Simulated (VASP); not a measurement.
Crystal: Lu.

```xyz
2
Lattice="3.5181 0.0000 0.0000 -1.7590 3.0467 0.0000 0.0000 0.0000 5.4461" Properties=species:S:1:pos:R:3 pbc="T T T"
Lu    0.0000    2.0311    1.3615
Lu    1.7590    1.0156    4.0846
```

```yaml
Program: VASP 6.6.1
Task: relaxation of cell and atoms
Functional: PBEsol
Potentials_or_basis: VASP PAW PBE potentials, release 64 (Lu)
Cutoff: 300 eV
k_mesh: 15 × 15 × 8
Occupations: gaussian, width 0.1 eV
Spin: no spin polarisation
```

At the start: pressure -3.0 GPa; volume 29.19 Å³/atom.

Task: How do energy, volume and symmetry change on relaxing?

Result: Over 5 steps the energy falls by 17.9 meV/atom and the volume is 27.39 Å³/atom (-6.2 %); space group P6_3/mmc (No. 194, to 0.05 Å).

Step by step:
| step | energy change (eV) | largest force (eV/Å) | pressure (GPa) | volume (Å³) |
| --- | --- | --- | --- | --- |
| 1 | 0.0000 | 0.0000 | -2.98 | 58.37 |
| 2 | -0.0337 | 0.0000 | 0.75 | 53.90 |
| 3 | -0.0358 | 0.0000 | 0.03 | 54.70 |
| 4 | -0.0358 | 0.0000 | -0.04 | 54.77 |
| 5 | -0.0358 | 0.0000 | -0.02 | 54.77 |

Final structure:
```
Lu
1.0
     3.44105    0.00000    0.00000
    -1.72052    2.98003    0.00000
     0.00000    0.00000    5.34125
Lu
2
Direct
  0.33333 0.66667 0.25000
  0.66667 0.33333 0.75000
```

Caveat: the cutoff is under 1.25 times the usual one of these potentials, so pressure, stress and relaxed cells hold a basis-set (Pulay) error; the PAW data sets were made with another functional, which shifts forces and pressure a little.
